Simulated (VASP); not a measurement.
Shape and ions are relaxed at each volume.

Here is the system:

```yaml
crystal:
  lattice:
    - [3.84793, 0.00000, 0.00000]
    - [0.00000, 3.84793, 0.00000]
    - [0.00000, 0.00000, 4.80203]
  atoms:
    - { symbol: Sn, position: [0.50000, 0.00000, 0.75756] }
    - { symbol: Sn, position: [0.00000, 0.50000, 0.24244] }
    - { symbol: O, position: [0.50000, 0.50000, 0.00000] }
    - { symbol: O, position: [0.00000, 0.00000, 0.00000] }
```

Computed with optB86b-vdW, VASP's PBE PAW potentials (set 64) (plane waves; VASP). Settings: 520 eV cut-off, 6×6×5 Γ-centred mesh, Gaussian smearing of 0.050 eV, potentials Sn_d O.

**Question.** Give the energy at these volumes per atom, relative to the lowest: 16.56, 17.08, 17.61, 18.14, 18.67 Å³.

**Answer.** 9.0, 2.6, 0.0, 0.5, 3.6 meV/atom. A third-order Birch-Murnaghan fit gives B0 = 29.8 GPa and B0′ = 5.8.

The compound is SnO in the litharge structure. It was relaxed first.
